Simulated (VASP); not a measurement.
Consider the following.

```
TlY
1.0
    3.73535     0.00000     0.00000
    0.00000     3.73535     0.00000
    0.00000     0.00000     3.73535
Y Tl
1 1
Direct
  0.50000   0.50000   0.50000
  0.00000   0.00000   0.00000
```

All values below come from PBEsol GGA with spin-orbit coupling, VASP's PBE PAW potentials (set 64) (plane waves; VASP). Numerical set-up: 400 eV cut-off, 9×9×9 Γ-centred mesh, Gaussian smearing of 0.050 eV, potentials Y_sv Tl_d.

Task: Give the energies of bands 19 to 31 at the high-symmetry points, in eV from the Fermi level.

Result: 
```
band      Γ      X      M      R
----  -----  -----  -----  -----
19    -9.06  -6.85  -6.34  -4.26
20    -9.06  -6.85  -6.34  -4.26
21    -0.12  -4.21  -1.77  -3.04
22    -0.12  -4.21  -1.77  -3.04
23    -0.12   0.00  -1.21  -2.33
24    -0.12   0.00  -1.21  -2.33
25     2.08   0.40  -0.07  -2.33
26     2.08   0.40  -0.07  -2.33
27     3.54   0.79   2.42   4.28
28     3.54   0.79   2.42   4.28
29     3.54   3.46   2.44   4.42
30     3.55   3.46   2.44   4.42
31     3.63   4.57   4.30   4.42
```

It has no gap at this level: it comes out as a metal or semimetal.

The structure comes from a measured YTl entry (Pm-3m) of the Crystallography Open Database, whose conditions weren't checked. It was relaxed first.
